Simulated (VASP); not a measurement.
An input for Quantum ESPRESSO's pw.x (written as the equivalent of a VASP run, and not itself run):

```
&CONTROL
  calculation = 'scf'
  pseudo_dir = './pseudo'
  outdir = './out'
  tprnfor = .true.
  tstress = .true.
/
&SYSTEM
  ibrav = 0
  nat = 5
  ntyp = 3
  ecutwfc = 62.5
  occupations = 'smearing'
  smearing = 'gaussian'
  degauss = 0.000735
  input_dft = 'pbe'
/
&ELECTRONS
  conv_thr = 7.3e-08
  electron_maxstep = 100
/
ATOMIC_SPECIES
  Cs 132.905 Cs.upf
  Pb 207.200 Pb.upf
  Br 79.904 Br.upf
CELL_PARAMETERS angstrom
     5.9123430    0.0000000    0.0000000
     0.0000000    5.9123430    0.0000000
     0.0000000    0.0000000    5.9123430
ATOMIC_POSITIONS crystal
  Cs   0.0000000  0.0000000  0.0000000
  Pb   0.5000000  0.5000000  0.5000000
  Br   0.5000000  0.5000000  0.0000000
  Br   0.0000000  0.5000000  0.5000000
  Br   0.5000000  0.0000000  0.5000000
K_POINTS automatic
  3 3 3 0 0 0
```

Translate this input to VASP (INCAR, KPOINTS, POSCAR, choice of POTCAR).

Several could match; the one computed here: 
INCAR:
```
! general
SYSTEM =CsPbBr3
PREC   =Accurate
ENCUT  =300
LREAL  =.FALSE.
LASPH  =.TRUE.

! electronic loop
EDIFF  =1E-6
NELM   =100
ALGO   =Normal
LMAXMIX=4

! smearing
ISMEAR =0
SIGMA  =0.01

! functional
GGA    =PE

! ions
ISIF   =2

! output
LWAVE  =.FALSE.
LCHARG =.FALSE.
```

### KPOINTS
```
Automatic mesh
0
Gamma
3 3 3
0 0 0
```

### POSCAR
```
CsPbBr3
1
    5.9123430000     0.0000000000     0.0000000000
    0.0000000000     5.9123430000     0.0000000000
    0.0000000000     0.0000000000     5.9123430000
Cs Pb Br
1 1 3
Direct
  0.0000000000   0.0000000000   0.0000000000
  0.5000000000   0.5000000000   0.5000000000
  0.5000000000   0.5000000000   0.0000000000
  0.0000000000   0.5000000000   0.5000000000
  0.5000000000   0.0000000000   0.5000000000
```

POTCAR, in this order: Cs_sv Pb_d Br (PBE.64 set). Program: vasp_std.

What does not carry over: the potentials are each code's own (VASP's PAW set, PseudoDojo norm-conserving files in pw.x), so ENCUT and ecutwfc are chosen apart and not converted; conv_thr bounds pw.x's estimated SCF error, while EDIFF bounds the energy change between steps.

The structure comes from a computed database's CsPbBr3 entry; how it stands against other phases isn't given here. The cell was not relaxed at this level. The run is one of a series of settings (AEXX removed, HFSCREEN removed, ISYM removed, LHFCALC removed, PRECFOCK removed against the base run), some of them coarse on purpose.
